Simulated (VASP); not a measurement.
A run of VASP 6.6.1:

Contents of INCAR:

```
SYSTEM = Ga
PREC = Accurate
ENCUT = 520
EDIFF = 1E-7
ISMEAR = 0
SIGMA = 0.1
LREAL = .FALSE.
LASPH = .TRUE.
NELM = 100
ALGO = Normal
ISIF = 2
LWAVE = .FALSE.
LCHARG = .FALSE.
LDIPOL = .TRUE.
IDIPOL = 3
DIPOL = 0.5 0.5 0.500
GGA = PE
NBANDS = 20
```

The input KPOINTS:

```
regular mesh
0
G
  6 6 1
  0 0 0
```

File POSCAR:

```
Ga
1.0
    4.6071920000      0.0000000000      0.0000000000
   -2.3035960000      3.9899450000      0.0000000000
    0.0000000000      0.0000000000     14.0000000000
Ga
2
Direct
    0.3333333300      0.6666666700      0.5000000000
    0.6666666700      0.3333333300      0.5000000000
```

Potentials or basis: VASP PAW PBE potentials, release 64 (Ga_d).

Run with:

```bash
$ cat potpaw_PBE.64/Ga_d/POTCAR > POTCAR
$ mpirun -np 1 vasp_std > vasp.out
```

Hardware: 1 thread of AMD EPYC 9R45 96-Core Processor (Zen 5), with other jobs on the host.

How long does it take, and how much memory?

Wall time 30 s on 1 thread of AMD EPYC 9R45 96-Core Processor (Zen 5), with other jobs on the host, peak memory 0.31 GiB. Counts: scf iterations 18, k points 7.
